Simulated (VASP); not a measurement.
Input of a VASP 6.6.1 run:

The input INCAR:

```
SYSTEM = PdPt
ALGO = Normal
DIPOL = 0.5 0.5 0.500
EDIFF = 1E-6
EDIFFG = -0.01
ENCUT = 520
GGA = PS
IBRION = 2
IDIPOL = 3
ISIF = 2
ISMEAR = 0
LASPH = .TRUE.
LCHARG = .FALSE.
LDIPOL = .TRUE.
LREAL = .FALSE.
LWAVE = .FALSE.
NELM = 60
NSW = 60
PREC = Accurate
SIGMA = 0.05
```

File KPOINTS:

```
k-points
0
G
  11 11 1
  0 0 0
```

POSCAR

```
PdPt
1.0
    2.7668025956      0.0000000000      0.0000000000
   -1.3834012978      2.3961213350      0.0000000000
    0.0000000000      0.0000000000     26.4009171702
Pt Pd
3 3
Selective dynamics
Direct
    0.3333333333      0.6666666667      0.2840810397  F F F
    0.0000000000      0.0000000000      0.4568162079  F F F
    0.6666666666      0.3333333333      0.6295513762  T T T
    0.6666666667      0.3333333333      0.3704486238  F F F
    0.3333333333      0.6666666667      0.5431837921  T T T
    0.0000000000      0.0000000000      0.7159189603  T T T
```

Potentials or basis: VASP PAW PBE potentials, release 64 (Pt, Pd).

The run is started by

```console
$ cat potpaw_PBE.64/Pt/POTCAR potpaw_PBE.64/Pd/POTCAR > POTCAR
$ mpirun -np 1 vasp_std > vasp.out
```

**Question.** Predict the band gap on the k mesh.

**Answer.** None (metal or under the smearing width).

**Question.** What does it give for the energy gained by relaxing?

**Answer.** 4.2 meV/atom.

The path:
```csv
step,energy change (eV),largest force (eV/Å),pressure (GPa)
1,0.0000,0.1917,-4.83
2,-0.0027,0.1920,-4.77
3,-0.0095,0.1902,-4.57
4,-0.0175,0.2377,-4.16
5,-0.0183,0.3034,-3.94
6,-0.0203,0.2611,-3.88
7,-0.0242,0.2745,-3.68
8,-0.0229,0.4830,-3.24
9,-0.0252,0.3543,-3.51
10,-0.0252,0.3591,-3.50
11,-0.0252,0.3596,-3.51
12,-0.0252,0.3635,-3.53
```

Caveat: the PAW data sets were made with another functional, which shifts forces and pressure a little. The run has no spin-orbit coupling, so splittings on Pt are missing.
